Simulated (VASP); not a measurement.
BAs: energy against volume

BAs (zinc blende, F-43m, 13.966 Å³/atom and stress up to 0.01 GPa in the relaxed cell, cube axes along x, y and z) under an equal strain ε along all three axes. PBE in VASP (plane waves, PAW), 600 eV, 12×12×12 Γ-centred mesh, Gaussian smearing 0.05 eV; ions are relaxed, or left where forces stay under 0.02 eV/Å, within the symmetry of each cell.

Here V stands for volume and E for E less E0.

| volume (Å³/atom) | E less E0 (meV/atom) | pressure (GPa) |
|---|---|---|
| 12.7468 | ? | ? |
| 13.1451 | 22.20 | 9.06 |
| 13.3474 | 12.32 | 6.57 |
| 13.5517 | 5.41 | 4.23 |
| 13.7580 | 1.35 | 2.05 |
| 13.9665 | 0.00 | 0.00 |
| 14.1770 | 1.24 | -1.92 |
| 14.3897 | 4.95 | -3.70 |
| 14.6045 | 11.01 | -5.37 |
| 14.8213 | 19.30 | -6.92 |

The 9 complete rows are fitted with the third-order Birch-Murnaghan form, a cubic in V^(-2/3), E against V. With u = V^(-2/3) - 0.173, the rows have u = 0.006538, 0.004720, 0.002929, 0.001166, -0.000572, -0.002283, -0.003969, -0.005631, -0.007267. Least squares gives E = 0.156 + 516.98·u + 435267·u² + 216870·u³. Residuals (row less fit): -0.002, 0.004, 0.000, -0.001, -0.003, -0.002, 0.003, 0.002, -0.002; standard error 0.003 (degrees of freedom: 5). Its minimum lies at u = -0.000594, so V0 = (0.172406)^(-3/2) = 13.97. There d²E/du² = 869800 and d³E/du³ = 1301000, so B0 = (4/9) × 13.97^(-7/3) × 869800 × 0.160218 = 132 GPa (the last factor turns the table's units into GPa), and B0' = 4 + (2/3) × 0.172406 × (1301000)/869800 = 4.2. B0' rests on the cubic coefficient alone and has a standard error of 0.1 from these residuals.

Problem. What does the fit predict for E at V = 12.7468, and how far is the calculated value from it?

Solution. u = 0.010259, so E = 0.156 + 516.98 × 0.010259 + 435267 × 0.010259² + 216870 × 0.010259³ = 51.504 meV/atom. The calculation gives 51.46 meV/atom, 0.044 meV/atom below the prediction (0.1 % of the range of E in the table). The row lies outside the fitted rows, so this is an extrapolation. The scatter of the fitted rows lies at the last printed digit.

Other structures, which can take over under pressure, weren't tried. The same form fitted to the pressure column gives B0' = 4.2; series where the two differ by over 0.4 aren't shown. Rows are the converged runs of the series near zero and its far end, less any whose ions stayed unrelaxed beside relaxed ones; series whose fitted rows scatter by over a few per cent of the range, as at a crossing or softening among them, aren't shown in this form.
